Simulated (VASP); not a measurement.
Method: LDA (Ceperley-Alder, Perdew-Zunger), VASP's LDA PAW potentials (set 64) (plane waves; VASP 6.6.1).

VASP ran on this input.

File KPOINTS:
```
Automatic mesh
0
Gamma
9 9 3
0 0 0
```

POSCAR:
```
Ru
1.0
  2.7400700000   0.0000000000   0.0000000000
 -1.3700350000   2.3729710000   0.0000000000
  0.0000000000   0.0000000000   8.8161950000
Ru
4
Cart
  0.0000000000   0.0000000000   0.0000000000
  0.0000000000   0.0000000000   4.4080975000
 -0.0000013700   1.5819814577   2.2040487500
  1.3700363700   0.7909895423   6.6121462500
```

**INCAR**
```
LASPH = .True.
SYSTEM = Ru
ALGO = Normal
IBRION = 2
SIGMA = 0.1
LMAXMIX = 4   ! l cut-off of mixed one-centre charges
ISIF = 3   ! ions, shape and volume
LREAL = .False.   ! projection in real space or not
PREC = Accurate
EDIFF = 1E-6   ! SCF stop (eV)
NSW = 50
LCHARG = .False.
ENCUT = 300   ! plane-wave cut-off (eV)
NELM = 100   ! most electronic steps
ISMEAR = 0   ! Gaussian
LWAVE = .False.
EDIFFG = -0.01   ! ionic stop
```

POTCAR, in this order: Ru_pv (LDA.64 set). Program: vasp_std.

At this cut-off the stress carries a Pulay error, which pulls relaxed volumes low. Energy and stress use the plane-wave basis of the starting cell.

Problem. Estimate the energy per atom (σ→0), volume per atom, band gap (on the k-mesh).

Solution. 
```
Property                                                     Value
------------------------  ----------------------------------------
energy per atom (σ→0)                              -10.628 eV/atom
band gap (on the k-mesh)  none (metal, semimetal or under 0.01 eV)
volume per atom                                     13.12 Å^3/atom
```

**OSZICAR**
```
...
DAV:   1    -0.425406265637E+02   -0.19320E-01   -0.44509E-01  1634   0.604E+00    0.120E+00
DAV:   2    -0.425230777203E+02    0.17549E-01   -0.59908E-02  1642   0.190E+00    0.209E-01
DAV:   3    -0.425224923236E+02    0.58540E-03   -0.52290E-03  1839   0.506E-01    0.135E-01
DAV:   4    -0.425225991464E+02   -0.10682E-03   -0.14040E-03  1944   0.387E-01    0.119E-01
DAV:   5    -0.425225906381E+02    0.85083E-05   -0.58242E-04  1925   0.231E-01    0.160E-02
DAV:   6    -0.425225993379E+02   -0.86998E-05   -0.40542E-05  1806   0.450E-02    0.104E-02
DAV:   7    -0.425225998988E+02   -0.56088E-06   -0.20661E-06  1067   0.949E-03
   8 F= -.42522600E+02 E0= -.42513437E+02  d E =-.212589E-03
```

The structure was generated: Ru was put into an ordered model structure, which need not be its known phase. This run relaxes it. Symmetry was kept, so distortions that lower it aren't found. The k-mesh is coarse (spacing up to 0.30 per Å, 2π included), so the numbers may not be converged in it. The run is one of a series of settings (EDIFFG = -0.01, IBRION = 2, ISIF = 3, NSW = 50 against the base run), some of them coarse on purpose.
